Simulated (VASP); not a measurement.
Here is the system:

```xyz
8
Lattice="0.0000 2.9755 2.9755 2.9755 0.0000 2.9755 11.9126 11.9126 -0.0107" Properties=species:S:1:pos:R:3 pbc="T T T"
Cd    11.8300    11.8300     0.0719
Cd     2.9755     2.9755     0.0000
Cd     9.0123     9.0123     5.8651
Cd    11.9111    11.9111     5.9418
Se     1.4609     1.4609     1.5146
Se     4.5158     4.5158     1.4352
S      7.4744     7.4744     1.4520
S     10.3752    10.3752     1.5267
```

All values below come from PBEsol GGA, VASP's PBE PAW potentials (set 64) (plane waves; VASP). Settings: 400 eV cut-off, Gaussian smearing of 0.050 eV, potentials Cd Se S.

**Question.** Give the energies of bands 27 to 40 at the high-symmetry points, in eV from the valence-band maximum.

**Answer.** 
```
band      Γ      T     H2      L     S0      F
----  -----  -----  -----  -----  -----  -----
27    -2.82  -1.42  -4.13  -4.15  -4.13  -4.13
28    -1.10  -1.27  -4.08  -4.08  -4.08  -4.10
29    -1.10  -1.09  -2.89  -2.33  -2.89  -2.26
30    -0.72  -1.08  -2.78  -2.23  -2.77  -2.21
31    -0.72  -0.77  -2.58  -2.14  -2.60  -2.18
32    -0.39  -0.77  -2.43  -1.78  -2.42  -2.02
33    -0.39  -0.33  -1.77  -1.53  -1.79  -1.63
34    -0.20  -0.33  -1.65  -1.39  -1.64  -1.41
35     0.00  -0.03  -1.55  -1.22  -1.57  -0.93
36     0.00  -0.03  -1.45  -0.90  -1.44  -0.82
37     0.56   1.46   3.91   2.99   3.84   2.41
38     2.15   1.55   3.94   3.08   4.08   2.98
39     2.29   2.33   4.20   3.27   4.09   3.62
40     2.56   2.60   4.38   3.43   4.41   3.67
```

The gap is direct, 0.56 eV, from the valence maximum at Γ to the conduction minimum at Γ.

The structure was generated: Cd4S2Se2 was put into an ordered model structure (R3m), which need not be its known phase. It was relaxed first.
